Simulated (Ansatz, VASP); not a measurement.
**Cross-check of Ru (Ruthenium) between VASP and Ansatz**

Wanted: the spread between two codes on one cell, functional and k mesh. The cell is taken from a series of runs on this material, whose earlier steps may have relaxed, scaled, displaced or heated it; both programs get it as it stands.

Main program and level: Ansatz 0.2.0; plane waves, with VASP 6.6.1 beside it; zone-centre phonons at PBEsol.

## Step 1: The starting structure

Symmetry: P6_3/mmc, No. 194, hexagonal system. Conventional cell: a = 2.610 Å, b = 2.610 Å, c = 4.321 Å, α = 90.00°, β = 90.00°, γ = 120.00°. Nearest to Ru lie 12 Ru at 2.61 to 2.63 Å.

As a file:

```cif
data_structure
_symmetry_space_group_name_H-M 'P 1'
_symmetry_Int_Tables_number 1
_cell_length_a 2.6098
_cell_length_b 2.6098
_cell_length_c 4.3207
_cell_angle_alpha 90.000
_cell_angle_beta 90.000
_cell_angle_gamma 120.000
_cell_volume 25.49
loop_
_atom_site_label
_atom_site_type_symbol
_atom_site_fract_x
_atom_site_fract_y
_atom_site_fract_z
_atom_site_occupancy
Ru1 Ru 0.33333 0.66667 0.25000 1
Ru2 Ru 0.66667 0.33333 0.75000 1
```

## Step 2: VASP: zone-centre phonons, PBEsol

Second derivatives magnify differences that forces hide, and they need a tight electronic threshold.

Lines of VASP's logs that name or quote its potential files are left out, and so is its time.

The input, INCAR:

```
SYSTEM = Ru
PREC = Accurate
ENCUT = 500
EDIFF = 1E-08
NELM = 120
ISMEAR = 1
SIGMA = 0.2
LREAL = .FALSE.
ALGO = Normal
GGA = PS
NBANDS = 20
LASPH = .TRUE.
LORBIT = 11
LWAVE = .FALSE.
LCHARG = .FALSE.
ISIF = 2
IBRION = 8
GGA_COMPAT = .FALSE.
KPAR = 2
```

The input, POSCAR:

```
Ru
1.0
    2.6097841877      0.0000000000      0.0000000000
   -1.3048920938      2.2601394050      0.0000000000
    0.0000000000      0.0000000000      4.3207229832
Ru
2
Direct
    0.3333333333      0.6666666667      0.2500000000
    0.6666666667      0.3333333333      0.7500000000
```

The input, KPOINTS:

```
Automatic mesh
0
Gamma
18 18 12
0 0 0
```

The projector-augmented-wave data sets are Ru_pv (PBE family, release 64).

The run is started by

```
> mpirun -np 2 vasp_std
```

Numbers of over 12 decimals in the logs are rounded to 6 here.

The log of the run:

```text
[banner, memory and clock lines left out]
running    2 mpi-ranks, on    1 nodes
 distrk:  each k-point on    1 cores,    2 groups
 distr:  one band on    1 cores,    1 groups

 POSCAR found type information on POSCAR Ru
 POSCAR found :  1 types and       2 ions
|                                                                             |
|               ----> ADVICE to this user running VASP <----                  |
|                                                                             |
|     You enforced a specific xc type in the INCAR file but a different       |
|     [... a line on the potential file left out ...]
|     I HOPE YOU KNOW WHAT YOU ARE DOING!                                     |
|                                                                             |

 LDA part: xc-table for (Slater+PW92), standard interpolation
 POSCAR, INCAR and KPOINTS ok, starting setup
 FFT: planning ... GRIDC
 FFT: planning ... GRID_SOFT
 FFT: planning ... GRID
 WAVECAR not read
 entering main loop
       N       E                     dE             d eps       ncg     rms          rms(c)
DAV:   1     0.282028134845E+03    0.28203E+03   -0.17451E+04 10376   0.153E+03
DAV:   2    -0.158436977460E+02   -0.29787E+03   -0.28945E+03 10584   0.458E+02
DAV:   3    -0.216909428032E+02   -0.58472E+01   -0.58035E+01 11944   0.719E+01
DAV:   4    -0.217352905898E+02   -0.44348E-01   -0.44301E-01 13180   0.593E+00
DAV:   5    -0.217358739035E+02   -0.58331E-03   -0.58142E-03 11628   0.595E-01    0.224E+01
DAV:   6    -0.203341105720E+02    0.14018E+01   -0.31040E+00 12044   0.178E+01    0.660E+00
DAV:   7    -0.202316367976E+02    0.10247E+00   -0.67876E-01 11932   0.622E+00    0.110E+00
DAV:   8    -0.202221223079E+02    0.95145E-02   -0.25704E-02 11596   0.140E+00    0.394E-01
DAV:   9    -0.202211857222E+02    0.93659E-03   -0.17099E-03 11900   0.467E-01    0.377E-02
DAV:  10    -0.202211789619E+02    0.67603E-05   -0.15474E-04 11428   0.129E-01    0.305E-02
DAV:  11    -0.202211781933E+02    0.76862E-06   -0.70850E-06 11916   0.260E-02    0.232E-03
DAV:  12    -0.202211781798E+02    0.13545E-07   -0.57636E-07 11536   0.700E-03    0.170E-03
DAV:  13    -0.202211781889E+02   -0.90881E-08   -0.89970E-09  7748   0.105E-03
   1 F= -.20221178E+02 E0= -.20221320E+02  d E =0.425863E-03
 Linear response reoptimize wavefunctions to high precision
DAV:   1    -0.202211781997E+02   -0.10800E-07   -0.16342E-09  7120   0.392E-04
DAV:   2    -0.202211781997E+02   -0.68212E-11   -0.10533E-10  6892   0.104E-04
 Linear response DOF=           2
 Linear response progress:
  Degree of freedom:   1/  2
       N       E                     dE             d eps       ncg     rms          rms(c)
RMM:   1    -0.508308788117E+00   -0.50831E+00    0.28022E+00 46333   0.592E+01
RMM:   2    -0.609096477298E+00   -0.10079E+00   -0.11051E-01 63545   0.281E+00    0.154E-01
RMM:   3    -0.607477457359E+00    0.16190E-02   -0.35631E-03 73210   0.497E-01    0.689E-02
RMM:   4    -0.606002373191E+00    0.14751E-02   -0.49030E-04 73387   0.180E-01    0.262E-02
RMM:   5    -0.605762435837E+00    0.23994E-03   -0.32724E-05 88305   0.453E-02    0.995E-03
RMM:   6    -0.605656047792E+00    0.10639E-03   -0.33691E-05 78341   0.121E-02    0.466E-03
RMM:   7    -0.605654321378E+00    0.17264E-05   -0.31334E-05 78417   0.638E-03    0.744E-04
RMM:   8    -0.605676104973E+00   -0.21784E-04   -0.21677E-05 93572   0.228E-03    0.332E-04
RMM:   9    -0.605684051900E+00   -0.79469E-05   -0.11823E-05 86285   0.102E-03    0.580E-05
RMM:  10    -0.605684266665E+00   -0.21476E-06   -0.73122E-06101038   0.546E-04    0.204E-05
RMM:  11    -0.605684674240E+00   -0.40758E-06   -0.39217E-06 85849   0.339E-04    0.851E-06
RMM:  12    -0.605684657037E+00    0.17203E-07   -0.24782E-06 95700   0.243E-04    0.392E-06
RMM:  13    -0.605684605919E+00    0.51118E-07   -0.14964E-06103492   0.192E-04    0.148E-06
RMM:  14    -0.605684648611E+00   -0.42692E-07   -0.98252E-07 92121   0.166E-04    0.596E-07
RMM:  15    -0.605684672378E+00   -0.23767E-07   -0.61274E-07 96881   0.150E-04    0.175E-07
RMM:  16    -0.605684672838E+00   -0.45992E-09   -0.44029E-07 75354   0.140E-04    0.284E-07
RMM:  17    -0.605684690079E+00   -0.17241E-07   -0.29576E-07 91660   0.135E-04    0.311E-07
RMM:  18    -0.605684678251E+00    0.11828E-07   -0.22915E-07 76755   0.131E-04    0.319E-07
RMM:  19    -0.605684684824E+00   -0.65729E-08   -0.16004E-07 69530   0.129E-04    0.112E-07
RMM:  20    -0.605684685087E+00   -0.26320E-09   -0.13195E-07 67767   0.128E-04    0.166E-07
RMM:  21    -0.605684683878E+00    0.12095E-08   -0.88843E-08 66226   0.127E-04    0.238E-07
 first order change of Fermi-energy  -0.54877E-05
 force on displaced ion       1 direction 1 :  -7.956   0.001   0.000
 Linear response progress:
  Degree of freedom:   2/  2
       N       E                     dE             d eps       ncg     rms          rms(c)
RMM:   1    -0.639994548167E+00   -0.63999E+00    0.34707E+00 15992   0.601E+01
RMM:   2    -0.753709726080E+00   -0.11372E+00   -0.12722E-01 22051   0.298E+00    0.149E-01
RMM:   3    -0.753750184045E+00   -0.40458E-04   -0.32573E-03 25506   0.467E-01    0.747E-02
RMM:   4    -0.752938878572E+00    0.81131E-03   -0.57308E-04 24795   0.170E-01    0.255E-02
RMM:   5    -0.752822722652E+00    0.11616E-03    0.64142E-05 29237   0.559E-02    0.211E-02
RMM:   6    -0.752728762330E+00    0.93960E-04    0.96989E-06 26298   0.215E-02    0.994E-03
RMM:   7    -0.752654111794E+00    0.74651E-04   -0.25967E-05 28327   0.973E-03    0.269E-03
RMM:   8    -0.752643287723E+00    0.10824E-04   -0.22829E-05 28180   0.340E-03    0.662E-04
RMM:   9    -0.752646153463E+00   -0.28657E-05   -0.13521E-05 29882   0.152E-03    0.124E-04
RMM:  10    -0.752647446470E+00   -0.12930E-05   -0.85094E-06 29123   0.724E-04    0.261E-05
RMM:  11    -0.752647692070E+00   -0.24560E-06   -0.47020E-06 31424   0.391E-04    0.116E-05
RMM:  12    -0.752648091589E+00   -0.39952E-06   -0.51991E-06 30204   0.272E-04    0.279E-06
RMM:  13    -0.752647964203E+00    0.12739E-06   -0.33458E-06 34375   0.199E-04    0.212E-06
RMM:  14    -0.752647860429E+00    0.10377E-06   -0.17859E-06 31893   0.164E-04    0.717E-07
RMM:  15    -0.752647823375E+00    0.37054E-07   -0.10903E-06 33621   0.142E-04    0.890E-07
RMM:  16    -0.752647833469E+00   -0.10094E-07   -0.88022E-07 31040   0.131E-04    0.461E-07
RMM:  17    -0.752647877891E+00   -0.44422E-07   -0.10642E-06 32012   0.124E-04    0.234E-07
RMM:  18    -0.752647831636E+00    0.46255E-07   -0.64166E-07 28707   0.119E-04    0.641E-07
RMM:  19    -0.752647807805E+00    0.23831E-07   -0.31933E-07 23841   0.115E-04    0.580E-07
RMM:  20    -0.752647801578E+00    0.62279E-08   -0.23005E-07 22642   0.113E-04    0.665E-07
RMM:  21    -0.752647801596E+00   -0.18020E-10   -0.23077E-07 22338   0.112E-04    0.746E-07
RMM:  22    -0.752647800706E+00    0.88917E-09   -0.21038E-07 22178   0.111E-04    0.769E-07
RMM:  23    -0.752647793838E+00    0.68688E-08   -0.13156E-07 21992   0.111E-04    0.799E-07
RMM:  24    -0.752647791013E+00    0.28241E-08   -0.82392E-08 23765   0.111E-04    0.715E-07
 first order change of Fermi-energy   0.55703E-04
 force on displaced ion       1 direction 3 :  -0.000   0.000 -13.154
 Linear response finished
```

OUTCAR, selected parts (step 2):

```text
ion  position               nearest neighbor table
   1  0.333  0.667  0.250-   2 2.63   2 2.63   2 2.63   2 2.63   2 2.63   2 2.63
   2  0.667  0.333  0.750-   1 2.63   1 2.63   1 2.63   1 2.63   1 2.63   1 2.63

  LATTYP: Found a hexagonal cell.
 ALAT       =     2.6097841877
 C/A-ratio  =     1.6555863138

 Subroutine GETGRP returns: Found 24 space group operations
 (whereof 12 operations were pure point group operations)

The static configuration has the point symmetry D_3d.
 The point group associated with its full space group is D_6h.

 Found    259 irreducible k-points:

   k-points           NKPTS =    259   k-points in BZ     NKDIM =    259   number of bands    NBANDS=     20

   dimension x,y,z NGX =    20 NGY =   20 NGZ =   32
   dimension x,y,z NGXF=    40 NGYF=   40 NGZF=   64

   ENCUT  =  500.0 eV  36.75 Ry    6.06 a.u.   4.76  4.76  7.88*2*pi/ulx,y,z

   NELECT =      28.0000    total number of electrons

 k-points in reciprocal lattice and weights: Automatic mesh
   0.00000000  0.00000000  0.00000000       0.000
   0.05555556  0.00000000  0.00000000       0.002
   0.11111111  0.00000000  0.00000000       0.002
   0.16666667  0.00000000  0.00000000       0.002
   0.22222222  0.00000000  0.00000000       0.002
   0.27777778  0.00000000  0.00000000       0.002
   0.33333333  0.00000000  0.00000000       0.002
   0.38888889  0.00000000  0.00000000       0.002
   0.44444444  0.00000000  0.00000000       0.002
[...]
0.33333333  0.27777778  0.50000000       0.003
   0.33333333  0.33333333  0.50000000       0.001

 average (electrostatic) potential at core
       1 -66.0004       2 -66.0004

  Total        4.1356223      4.1356223     -0.0031214      0.0000000     -0.0000000     -0.0000000
  in kB      259.9891395    259.9891396     -0.1962294      0.0000000     -0.0000000     -0.0000000
  external PRESSURE =     173.2606832 kB  Pullay stress =       0.0000000 kB

  energy-cutoff  :      500.00
  volume of cell :       25.49
      direct lattice vectors                 reciprocal lattice vectors
     2.609784188  0.000000000  0.000000000     0.383173446  0.221225292  0.000000000
    -1.304892094  2.260139405  0.000000000     0.000000000  0.442450584  0.000000000
     0.000000000  0.000000000  4.320722983     0.000000000  0.000000000  0.231442748

 POSITION                                       TOTAL-FORCE (eV/Angst)
 -----------------------------------------------------------------------------------
     -0.00000      1.50676      1.08018        -0.000000     -0.000000      0.000000
      1.30489      0.75338      3.24054         0.000000      0.000000      0.000000
 -----------------------------------------------------------------------------------
    total drift:                               -0.000000      0.000000     -0.000000

 Eigenvectors and eigenvalues of the dynamical matrix
 ----------------------------------------------------

   1 f  =    7.975859 THz    50.113801 2PiTHz  266.046025 cm-1    32.985488 meV
             X         Y         Z           dx          dy          dz
     -0.000000  1.506760  1.080181     0.000000    0.000000   -0.707107
      1.304892  0.753380  3.240542    -0.000000    0.000000    0.707107

   2 f  =    6.202810 THz    38.973405 2PiTHz  206.903471 cm-1    25.652749 meV
             X         Y         Z           dx          dy          dz
     -0.000000  1.506760  1.080181     0.249509    0.661623    0.000000
      1.304892  0.753380  3.240542    -0.249509   -0.661623    0.000000

   3 f  =    6.202810 THz    38.973405 2PiTHz  206.903471 cm-1    25.652749 meV
             X         Y         Z           dx          dy          dz
     -0.000000  1.506760  1.080181     0.661623   -0.249509   -0.000000
      1.304892  0.753380  3.240542    -0.661623    0.249509   -0.000000

   4 f  =    0.000000 THz     0.000000 2PiTHz    0.000002 cm-1     0.000000 meV
             X         Y         Z           dx          dy          dz
     -0.000000  1.506760  1.080181    -0.169883   -0.387525    0.566537
      1.304892  0.753380  3.240542    -0.169883   -0.387525    0.566537

   5 f  =    0.000000 THz     0.000000 2PiTHz    0.000001 cm-1     0.000000 meV
             X         Y         Z           dx          dy          dz
     -0.000000  1.506760  1.080181     0.330330    0.465442    0.417427
      1.304892  0.753380  3.240542     0.330330    0.465442    0.417427

   6 f/i=    0.000000 THz     0.000001 2PiTHz    0.000003 cm-1     0.000000 meV
             X         Y         Z           dx          dy          dz
     -0.000000  1.506760  1.080181     0.601682   -0.364949   -0.069212
      1.304892  0.753380  3.240542     0.601682   -0.364949   -0.069212

 ELASTIC MODULI CONTR FROM IONIC RELAXATION (kBar)
 Direction    XX          YY          ZZ          XY          YZ          ZX
 --------------------------------------------------------------------------------
 XX        -107.3039    107.3039      0.0000     -0.0000      0.0000     -0.0000
 YY         107.3039   -107.3039     -0.0000     -0.0000     -0.0000      0.0000
 ZZ           0.0000     -0.0000     -0.0000      0.0000      0.0000     -0.0000
 XY          -0.0000     -0.0000      0.0000   -107.3039     -0.0000      0.0000
 YZ           0.0000     -0.0000      0.0000     -0.0000     -0.0000      0.0000
 ZX          -0.0000      0.0000     -0.0000      0.0000      0.0000     -0.0000
 --------------------------------------------------------------------------------
```

(Continued in part 2 of 2.)

[Lines on the potential files, build, host, timing and source positions are cut from VASP's logs without a mark.]

[Logs are printed without paths, hosts, clocks, repeated set-up lines and the standing remarks that a program may print on its own settings, such as how far it seeks lower states.]

[Hosts, paths, dates, database ids (printed as entryN), source tags and the programs' standing remarks are cut or masked in the printed files.]
